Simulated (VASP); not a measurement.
Given:

```yaml
crystal:
  lattice:
    - [0.00000, 2.32694, 2.32694]
    - [2.32694, 0.00000, 2.32694]
    - [2.32694, 2.32694, 0.00000]
  atoms:
    - { symbol: Ca, position: [0.00000, 0.00000, 0.00000] }
```

Computed with PBE GGA, VASP's PBE PAW potentials (set 64) (plane waves; VASP). Run with 480 eV cut-off, 10×10×10 Γ-centred mesh, first-order Methfessel-Paxton smearing of 0.10 eV, potentials Ca_sv.

Problem. Predict the energy per atom (σ→0), pressure.

Solution. 
```
Item                            Value
---------------------  --------------
energy per atom (σ→0)  -1.195 eV/atom
pressure                   199.7 kbar
```

The absolute energy has meaning only against runs of the same code, potentials and settings.

The compound is Ca in the fcc structure. It was relaxed first under an external pressure of 20 GPa.
